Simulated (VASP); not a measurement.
Here is the system:

```yaml
crystal:
  lattice:
    - [-1.57500, 1.57500, 1.57500]
    - [1.57500, -1.57500, 1.57500]
    - [1.57500, 1.57500, -1.57500]
  atoms:
    - { symbol: Mo, position: [0.00000, 0.00000, 0.00000] }
```

Calculation: PBE GGA, VASP's PBE PAW potentials (set 64) (plane waves; VASP 6.6.1). Numerical set-up: 525 eV cut-off, 15×15×15 Γ-centred mesh, first-order Methfessel-Paxton smearing of 0.10 eV, potentials Mo_sv.

Q: Predict the energy per atom (σ→0), pressure, band gap (on the k-mesh) with the smallest direct gap where there is one.

A: 
```yaml
band gap (on the k-mesh): none (metal, semimetal or under 0.01 eV)
energy per atom (σ→0): -10.930 eV/atom
pressure: 3.55 GPa
```

Total energies compare only between runs with the same potentials, cut-off and functional.

The compound is Mo in the bcc structure. The cell was not relaxed at this level. The run is one of a series of settings (ENCUT = 525 against the base run), some of them coarse on purpose.
